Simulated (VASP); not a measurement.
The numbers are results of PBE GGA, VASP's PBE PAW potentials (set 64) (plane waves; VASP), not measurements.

A VASP calculation is set up with these files.

**INCAR**
```
ALGO  =  Damped
EDIFF  =  1E-6
ENCUT  =  400
GGA  =  PE
ISIF  =  2
ISMEAR  =  0
LASPH  =  T
LCHARG  =  F
LMAXMIX  =  4
LREAL  =  F
LWAVE  =  F
NELM  =  100
PREC  =  Accurate
SIGMA  =  0.05
SYSTEM  =  NbP
```

POSCAR:
```
NbP
1
    3.3132730000     0.0000000000     0.0000000000
   -1.6566370000     2.8693790000     0.0000000000
    0.0000000000     0.0000000000     3.2335900000
Nb P
1 1
Direct
  0.0000000000   0.0000000000   0.0000000000
  0.6666670000   0.3333330000   0.5000000000
```

KPOINTS:
```
Regular mesh
0
G
8 8 7
```

POTCAR, in this order: Nb_sv P (PBE.64 set). Program: vasp_std.

Output of the run:

File OSZICAR:
```
...
DMP:  12    -0.175508205025E+02   -0.12745E-01   -0.17924E-01   520   0.399E-01   0.129E-01
DMP:  13    -0.175640315701E+02   -0.13211E-01   -0.79650E-02   520   0.120E-01   0.208E-01
DMP:  14    -0.175700018599E+02   -0.59703E-02   -0.45487E-02   520   0.765E-02   0.974E-02
DMP:  15    -0.175737772837E+02   -0.37754E-02   -0.26183E-02   520   0.374E-02   0.735E-02
DMP:  16    -0.175760234687E+02   -0.22462E-02   -0.16087E-02   520   0.227E-02   0.459E-02
DMP:  17    -0.175774507254E+02   -0.14273E-02   -0.98814E-03   520   0.130E-02   0.307E-02
DMP:  18    -0.175783452306E+02   -0.89451E-03   -0.64562E-03   520   0.856E-03   0.198E-02
DMP:  19    -0.175789468931E+02   -0.60166E-03   -0.44645E-03   520   0.588E-03   0.138E-02
DMP:  20    -0.175793671305E+02   -0.42024E-03   -0.31644E-03   520   0.417E-03   0.978E-03
DMP:  21    -0.175796690440E+02   -0.30191E-03   -0.23446E-03   520   0.313E-03   0.714E-03
DMP:  22    -0.175798945514E+02   -0.22551E-03   -0.17850E-03   520   0.240E-03   0.539E-03
DMP:  23    -0.175800673506E+02   -0.17280E-03   -0.13925E-03   520   0.189E-03   0.416E-03
DMP:  24    -0.175802028966E+02   -0.13555E-03   -0.11081E-03   520   0.152E-03   0.328E-03
DMP:  25    -0.175803111851E+02   -0.10829E-03   -0.89606E-04   520   0.123E-03   0.263E-03
DMP:  26    -0.175803990109E+02   -0.87826E-04   -0.73446E-04   520   0.102E-03   0.214E-03
DMP:  27    -0.175804711745E+02   -0.72164E-04   -0.60881E-04   520   0.848E-04   0.177E-03
DMP:  28    -0.175805311320E+02   -0.59957E-04   -0.50955E-04   520   0.712E-04   0.147E-03
DMP:  29    -0.175805814151E+02   -0.50283E-04   -0.43001E-04   520   0.603E-04   0.124E-03
DMP:  30    -0.175806239192E+02   -0.42504E-04   -0.36559E-04   520   0.514E-04   0.105E-03
DMP:  31    -0.175806601077E+02   -0.36188E-04   -0.31294E-04   520   0.442E-04   0.892E-04
DMP:  32    -0.175806911252E+02   -0.31017E-04   -0.26955E-04   520   0.381E-04   0.766E-04
DMP:  33    -0.175807178715E+02   -0.26746E-04   -0.23472E-04   520   0.334E-04   0.661E-04
DMP:  34    -0.175807411862E+02   -0.23315E-04   -0.20975E-04   520   0.304E-04   0.577E-04
DMP:  35    -0.175807620342E+02   -0.20848E-04   -0.19167E-04   520   0.282E-04   0.516E-04
DMP:  36    -0.175807810982E+02   -0.19064E-04   -0.17837E-04   520   0.266E-04   0.472E-04
DMP:  37    -0.175807988464E+02   -0.17748E-04   -0.16763E-04   520   0.251E-04   0.440E-04
DMP:  38    -0.175808155286E+02   -0.16682E-04   -0.15883E-04   520   0.239E-04   0.414E-04
DMP:  39    -0.175808313401E+02   -0.15811E-04   -0.15180E-04   520   0.230E-04   0.392E-04
DMP:  40    -0.175808464542E+02   -0.15114E-04   -0.14601E-04   520   0.222E-04   0.375E-04
DMP:  41    -0.175808609928E+02   -0.14539E-04   -0.14106E-04   520   0.215E-04   0.361E-04
DMP:  42    -0.175808750411E+02   -0.14048E-04   -0.13646E-04   520   0.208E-04   0.348E-04
DMP:  43    -0.175808886323E+02   -0.13591E-04   -0.13214E-04   520   0.202E-04   0.337E-04
DMP:  44    -0.175809017935E+02   -0.13161E-04   -0.12834E-04   520   0.196E-04   0.326E-04
DMP:  45    -0.175809145774E+02   -0.12784E-04   -0.12475E-04   520   0.191E-04   0.317E-04
DMP:  46    -0.175809270060E+02   -0.12429E-04   -0.12151E-04   520   0.186E-04   0.308E-04
DMP:  47    -0.175809391096E+02   -0.12104E-04   -0.11849E-04   520   0.182E-04   0.300E-04
DMP:  48    -0.175809509143E+02   -0.11805E-04   -0.11554E-04   520   0.177E-04   0.293E-04
DMP:  49    -0.175809624263E+02   -0.11512E-04   -0.11266E-04   520   0.173E-04   0.285E-04
DMP:  50    -0.175809736495E+02   -0.11223E-04   -0.10995E-04   520   0.169E-04   0.278E-04
DMP:  51    -0.175809846059E+02   -0.10956E-04   -0.10748E-04   520   0.165E-04   0.272E-04
DMP:  52    -0.175809953139E+02   -0.10708E-04   -0.10511E-04   520   0.161E-04   0.266E-04
DMP:  53    -0.175810057866E+02   -0.10473E-04   -0.10278E-04   520   0.158E-04   0.260E-04
DMP:  54    -0.175810160266E+02   -0.10240E-04   -0.10041E-04   520   0.154E-04   0.254E-04
DMP:  55    -0.175810260317E+02   -0.10005E-04   -0.98109E-05   520   0.151E-04   0.248E-04
DMP:  56    -0.175810358086E+02   -0.97769E-05   -0.95920E-05   520   0.147E-04   0.242E-04
DMP:  57    -0.175810453662E+02   -0.95576E-05   -0.93864E-05   520   0.144E-04   0.237E-04
DMP:  58    -0.175810547203E+02   -0.93541E-05   -0.91824E-05   520   0.141E-04   0.232E-04
DMP:  59    -0.175810638695E+02   -0.91491E-05   -0.89800E-05   520   0.138E-04   0.227E-04
DMP:  60    -0.175810728186E+02   -0.89492E-05   -0.87747E-05   520   0.135E-04   0.222E-04
DMP:  61    -0.175810815615E+02   -0.87428E-05   -0.85740E-05   520   0.132E-04   0.217E-04
DMP:  62    -0.175810901064E+02   -0.85449E-05   -0.83830E-05   520   0.129E-04   0.212E-04
DMP:  63    -0.175810984610E+02   -0.83546E-05   -0.82019E-05   520   0.126E-04   0.207E-04
DMP:  64    -0.175811066338E+02   -0.81728E-05   -0.80297E-05   520   0.123E-04   0.203E-04
DMP:  65    -0.175811146374E+02   -0.80036E-05   -0.78763E-05   520   0.121E-04   0.198E-04
DMP:  66    -0.175811224855E+02   -0.78481E-05   -0.77191E-05   520   0.119E-04   0.195E-04
DMP:  67    -0.175811301792E+02   -0.76937E-05   -0.75608E-05   520   0.116E-04   0.191E-04
DMP:  68    -0.175811377121E+02   -0.75329E-05   -0.74117E-05   520   0.114E-04   0.187E-04
DMP:  69    -0.175811450978E+02   -0.73856E-05   -0.72731E-05   520   0.112E-04   0.183E-04
DMP:  70    -0.175811523448E+02   -0.72470E-05   -0.71413E-05   520   0.110E-04   0.180E-04
DMP:  71    -0.175811594622E+02   -0.71174E-05   -0.70108E-05   520   0.108E-04   0.176E-04
DMP:  72    -0.175811664462E+02   -0.69840E-05   -0.68802E-05   520   0.106E-04   0.173E-04
DMP:  73    -0.175811733021E+02   -0.68558E-05   -0.67184E-05   520   0.103E-04   0.170E-04
DMP:  74    -0.175811799949E+02   -0.66929E-05   -0.65547E-05   520   0.101E-04   0.166E-04
DMP:  75    -0.175811865256E+02   -0.65307E-05   -0.63952E-05   520   0.981E-05   0.162E-04
DMP:  76    -0.175811928992E+02   -0.63736E-05   -0.62390E-05   520   0.957E-05   0.158E-04
DMP:  77    -0.175811991164E+02   -0.62172E-05   -0.60788E-05   520   0.932E-05   0.154E-04
DMP:  78    -0.175812051749E+02   -0.60586E-05   -0.59163E-05   520   0.906E-05   0.150E-04
DMP:  79    -0.175812110703E+02   -0.58953E-05   -0.57567E-05   520   0.881E-05   0.146E-04
DMP:  80    -0.175812168092E+02   -0.57389E-05   -0.56077E-05   520   0.859E-05   0.142E-04
DMP:  81    -0.175812223982E+02   -0.55891E-05   -0.54729E-05   520   0.840E-05   0.138E-04
DMP:  82    -0.175812278537E+02   -0.54555E-05   -0.53530E-05   520   0.822E-05   0.135E-04
DMP:  83    -0.175812331904E+02   -0.53367E-05   -0.52371E-05   520   0.805E-05   0.132E-04
DMP:  84    -0.175812384115E+02   -0.52211E-05   -0.51259E-05   520   0.788E-05   0.129E-04
DMP:  85    -0.175812435219E+02   -0.51104E-05   -0.50077E-05   520   0.769E-05   0.126E-04
DMP:  86    -0.175812485141E+02   -0.49922E-05   -0.48941E-05   520   0.752E-05   0.124E-04
DMP:  87    -0.175812533925E+02   -0.48784E-05   -0.47816E-05   520   0.734E-05   0.121E-04
DMP:  88    -0.175812581592E+02   -0.47667E-05   -0.46595E-05   520   0.714E-05   0.118E-04
DMP:  89    -0.175812628041E+02   -0.46449E-05   -0.45400E-05   520   0.696E-05   0.115E-04
DMP:  90    -0.175812673289E+02   -0.45248E-05   -0.44227E-05   520   0.678E-05   0.112E-04
DMP:  91    -0.175812717395E+02   -0.44106E-05   -0.43085E-05   520   0.660E-05   0.109E-04
DMP:  92    -0.175812760344E+02   -0.42949E-05   -0.42005E-05   520   0.644E-05   0.106E-04
DMP:  93    -0.175812802229E+02   -0.41885E-05   -0.40931E-05   520   0.627E-05   0.104E-04
DMP:  94    -0.175812843059E+02   -0.40830E-05   -0.39876E-05   520   0.611E-05   0.101E-04
DMP:  95    -0.175812882820E+02   -0.39761E-05   -0.38887E-05   520   0.596E-05   0.984E-05
DMP:  96    -0.175812921596E+02   -0.38776E-05   -0.37944E-05   520   0.582E-05   0.960E-05
DMP:  97    -0.175812959431E+02   -0.37835E-05   -0.37015E-05   520   0.568E-05   0.936E-05
DMP:  98    -0.175812996348E+02   -0.36917E-05   -0.36106E-05   520   0.554E-05   0.913E-05
DMP:  99    -0.175813032370E+02   -0.36022E-05   -0.35213E-05   520   0.540E-05   0.891E-05
DMP: 100    -0.175813067485E+02   -0.35114E-05   -0.34338E-05   520   0.527E-05   0.869E-05
   1 F= -.17581307E+02 E0= -.17580536E+02  d E =-.154050E-02
```

File OUTCAR:
```
------------------------ aborting loop EDIFF was not reached (unconverged)  ----------------------------
  FORCE on cell =-STRESS in cart. coord.  units (eV):
  Direction    XX          YY          ZZ          XY          YZ          ZX
  --------------------------------------------------------------------------------------
  Total        1.3766038      1.3766042      2.5783984     -0.0000002      0.0000000     -0.0000000
  in kB       71.7446417     71.7446624    134.3787226     -0.0000125      0.0000000     -0.0000000
  external PRESSURE =      92.6226756 kB  Pullay stress =       0.0000000 kB
  volume of cell :       30.74
      direct lattice vectors                 reciprocal lattice vectors
     3.313273000  0.000000000  0.000000000     0.301816361  0.174253785  0.000000000
    -1.656637000  2.869379000  0.000000000     0.000000000  0.348507465  0.000000000
     0.000000000  0.000000000  3.233590000     0.000000000  0.000000000  0.309253802
 POSITION                                       TOTAL-FORCE (eV/Angst)
 -----------------------------------------------------------------------------------
      0.00000      0.00000      0.00000        -0.000000      0.000000      0.000000
      1.65664      0.95646      1.61679         0.000000      0.000000      0.000000
 -----------------------------------------------------------------------------------
    total drift:                               -0.000253      0.000139      0.000000
  FREE ENERGIE OF THE ION-ELECTRON SYSTEM (eV)
  ---------------------------------------------------
  free  energy   TOTEN  =       -17.5813067485 eV

  energy  without entropy=      -17.5797662506  energy(sigma->0) =      -17.58053650
```
(Selected blocks of OUTCAR.)

### stdout
```
...
DMP:  82    -0.175812278537E+02   -0.54555E-05   -0.53530E-05   520   0.822E-05   0.135E-04
DMP:  83    -0.175812331904E+02   -0.53367E-05   -0.52371E-05   520   0.805E-05   0.132E-04
DMP:  84    -0.175812384115E+02   -0.52211E-05   -0.51259E-05   520   0.788E-05   0.129E-04
DMP:  85    -0.175812435219E+02   -0.51104E-05   -0.50077E-05   520   0.769E-05   0.126E-04
DMP:  86    -0.175812485141E+02   -0.49922E-05   -0.48941E-05   520   0.752E-05   0.124E-04
DMP:  87    -0.175812533925E+02   -0.48784E-05   -0.47816E-05   520   0.734E-05   0.121E-04
DMP:  88    -0.175812581592E+02   -0.47667E-05   -0.46595E-05   520   0.714E-05   0.118E-04
DMP:  89    -0.175812628041E+02   -0.46449E-05   -0.45400E-05   520   0.696E-05   0.115E-04
DMP:  90    -0.175812673289E+02   -0.45248E-05   -0.44227E-05   520   0.678E-05   0.112E-04
DMP:  91    -0.175812717395E+02   -0.44106E-05   -0.43085E-05   520   0.660E-05   0.109E-04
DMP:  92    -0.175812760344E+02   -0.42949E-05   -0.42005E-05   520   0.644E-05   0.106E-04
DMP:  93    -0.175812802229E+02   -0.41885E-05   -0.40931E-05   520   0.627E-05   0.104E-04
DMP:  94    -0.175812843059E+02   -0.40830E-05   -0.39876E-05   520   0.611E-05   0.101E-04
DMP:  95    -0.175812882820E+02   -0.39761E-05   -0.38887E-05   520   0.596E-05   0.984E-05
DMP:  96    -0.175812921596E+02   -0.38776E-05   -0.37944E-05   520   0.582E-05   0.960E-05
DMP:  97    -0.175812959431E+02   -0.37835E-05   -0.37015E-05   520   0.568E-05   0.936E-05
DMP:  98    -0.175812996348E+02   -0.36917E-05   -0.36106E-05   520   0.554E-05   0.913E-05
DMP:  99    -0.175813032370E+02   -0.36022E-05   -0.35213E-05   520   0.540E-05   0.891E-05
DMP: 100    -0.175813067485E+02   -0.35114E-05   -0.34338E-05   520   0.527E-05   0.869E-05
 final diagonalization occupied

 -----------------------------------------------------------------------------
|                                                                             |
|           W    W    AA    RRRRR   N    N  II  N    N   GGGG   !!!           |
|           W    W   A  A   R    R  NN   N  II  NN   N  G    G  !!!           |
|           W    W  A    A  R    R  N N  N  II  N N  N  G       !!!           |
|           W WW W  AAAAAA  RRRRR   N  N N  II  N  N N  G  GGG   !            |
|           WW  WW  A    A  R   R   N   NN  II  N   NN  G    G                |
|           W    W  A    A  R    R  N    N  II  N    N   GGGG   !!!           |
|                                                                             |
|     The electronic self-consistency was not achieved in the given           |
|     number of steps (NELM). The forces and other quantities evaluated       |
|     might not be reliable so examine the results carefully. If you find     |
|     spurious results, we suggest increasing NELM, if you were close to      |
|     convergence or switching to a different ALGO or adjusting the           |
|     density mixing parameters otherwise.                                    |
|                                                                             |
 -----------------------------------------------------------------------------

   1 F= -.17581307E+02 E0= -.17580536E+02  d E =-.154050E-02
```

The run did not converge; its last values are not results.

The structure was generated: NbP was put into the WC type (P-6m2), which need not be its known phase. The cell was not relaxed at this level. The run is one of a series of settings (ALGO = Damped against the base run), some of them coarse on purpose.
